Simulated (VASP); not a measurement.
Runs of VASP 6.6.1 on Ti. Symmetry: P6_3/mmc, No. 194, hexagonal system. The conventional cell has a = 2.936 Å, b = 2.936 Å, c = 4.641 Å, α = 90.00°, β = 90.00°, γ = 120.00°. Around Ti (site symmetry -6m2) lie 12 Ti at 2.87 to 2.94 Å. 

```csv
task,level,potentials or basis,cell,k mesh,cutoff (eV),mesh quality,gap on the mesh (eV),pressure (GPa),relaxed volume (Å³/atom)
relaxation of cell and atoms,LDA,"VASP PAW LDA potentials, release 64 (Ti_sv)",relaxed,18 × 18 × 10,600,not flagged,none,0.0,16.08
relaxation of cell and atoms,PBEsol,"VASP PAW PBE potentials, release 64 (Ti_sv)",relaxed,18 × 18 × 10,480,not flagged,none,0.0,(b)
relaxation of cell and atoms,PBEsol,"VASP PAW PBE potentials, release 64 (Ti)",relaxed,18 × 18 × 10,580,not flagged,none,0.0,(a)
relaxation of cell and atoms,RPBE,"VASP PAW PBE potentials, release 64 (Ti_sv)",relaxed,18 × 18 × 10,600,not flagged,none,0.0,17.85
relaxation of cell and atoms,PBE,"VASP PAW PBE potentials, release 64 (Ti_sv)",relaxed,18 × 18 × 10,600,not flagged,none,0.0,17.35
relaxation of cell and atoms,PBE+D3(BJ),"VASP PAW PBE potentials, release 64 (Ti_sv)",relaxed,18 × 18 × 10,600,not flagged,none,0.0,16.47
single point,PBEsol,"VASP PAW PBE potentials, release 64 (Ti_sv)",as given,18 × 18 × 10,520,not flagged,none,-4.4,-
relaxation of cell and atoms,PBEsol,"VASP PAW PBE potentials, release 64 (Ti_sv)",relaxed,18 × 18 × 10,600,not flagged,none,0.0,16.68
relaxation of cell and atoms,PBEsol,"VASP PAW PBE potentials, release 64 (Ti_sv)",relaxed,6 × 6 × 4,600,coarse,none,0.0,16.68
```

Alike in all rows: no spin polarisation; smearing gaussian 0.1 eV.

Q: Estimate the missing entries.

A: (a) 16.54; (b) 16.67.

Caveats: some runs use coarse meshes; the PAW data sets were made with another functional, which shifts forces and pressure a little (some runs); pairwise dispersion overbinds metals, which lowers pressure and volume (some runs).

A gap of «none» marks a metal or a gap under the smearing width.

The runs don't all hold the same shells in valence.
